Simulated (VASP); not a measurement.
OSZICAR of a VASP run on PdIn (CsCl type):

**OSZICAR**
```
       N       E                     dE             d eps       ncg     rms          rms(c)
DAV:   1     0.143052684432E+03    0.14305E+03   -0.98490E+03  1727   0.164E+03
DAV:   2    -0.267576192974E+01   -0.14573E+03   -0.14229E+03  1813   0.364E+02
DAV:   3    -0.883529698358E+01   -0.61595E+01   -0.60731E+01  2100   0.819E+01
DAV:   4    -0.894029244959E+01   -0.10500E+00   -0.10498E+00  2064   0.106E+01
DAV:   5    -0.894522465496E+01   -0.49322E-02   -0.49322E-02  2516   0.198E+00    0.602E+00
DAV:   6    -0.878603501082E+01    0.15919E+00   -0.40008E-01  1995   0.961E+00    0.283E+00
DAV:   7    -0.875461354563E+01    0.31421E-01   -0.72015E-02  2215   0.496E+00    0.127E+00
DAV:   8    -0.874815431256E+01    0.64592E-02   -0.22459E-02  1834   0.146E+00    0.374E-01
DAV:   9    -0.874743825521E+01    0.71606E-03   -0.18803E-03  2149   0.747E-01    0.524E-02
DAV:  10    -0.874744365937E+01   -0.54042E-05   -0.40727E-05  2185   0.970E-02    0.234E-02
DAV:  11    -0.874744502745E+01   -0.13681E-05   -0.51244E-06  1960   0.236E-02    0.272E-03
DAV:  12    -0.874744539083E+01   -0.36338E-06   -0.25418E-07  1106   0.632E-03
   1 F= -.87474454E+01 E0= -.87471921E+01  d E =-.874745E+01
       N       E                     dE             d eps       ncg     rms          rms(c)
DAV:   1    -0.874823597972E+01   -0.79095E-03   -0.16308E-02  1778   0.222E+00    0.191E-01
DAV:   2    -0.874756660879E+01    0.66937E-03   -0.33823E-03  1715   0.750E-01    0.674E-02
DAV:   3    -0.874747249029E+01    0.94119E-04   -0.32923E-04  2174   0.304E-01    0.267E-02
DAV:   4    -0.874745482777E+01    0.17663E-04   -0.46706E-05  2494   0.120E-01    0.248E-02
DAV:   5    -0.874745437316E+01    0.45462E-06   -0.68651E-07  1016   0.929E-03
   2 F= -.87474544E+01 E0= -.87472138E+01  d E =-.898233E-05
       N       E                     dE             d eps       ncg     rms          rms(c)
DAV:   1    -0.874754477155E+01   -0.89944E-04   -0.18192E-03  1820   0.748E-01    0.668E-02
DAV:   2    -0.874746526709E+01    0.79504E-04   -0.38290E-04  1708   0.255E-01    0.229E-02
DAV:   3    -0.874745571852E+01    0.95486E-05   -0.37338E-05  2188   0.103E-01    0.861E-03
DAV:   4    -0.874745483612E+01    0.88240E-06   -0.51738E-06  1776   0.396E-02
   3 F= -.87474548E+01 E0= -.87472109E+01  d E =-.944529E-05
```

### Question
Which electronic solver shows in the log?

### Answer
It is blocked Davidson (ALGO = Normal, or the opening steps of other solvers). The INCAR had ALGO = Normal.

### Question
Can the final energy be trusted as converged?

### Answer
Self-consistency was reached. It stopped with EDIFF = 1E-6, NELM = 100, NSW = 60 and EDIFFG = -0.01 after 3 ionic steps (PBE GGA, plane waves, VASP's PBE PAW potentials (set 64)).

The compound is PdIn in the CsCl type structure. This run relaxes it. Symmetry was kept, so distortions that lower it aren't found. The start is the result of an earlier pass. The electron count is odd and the run is not spin-polarised, which forces a metal.
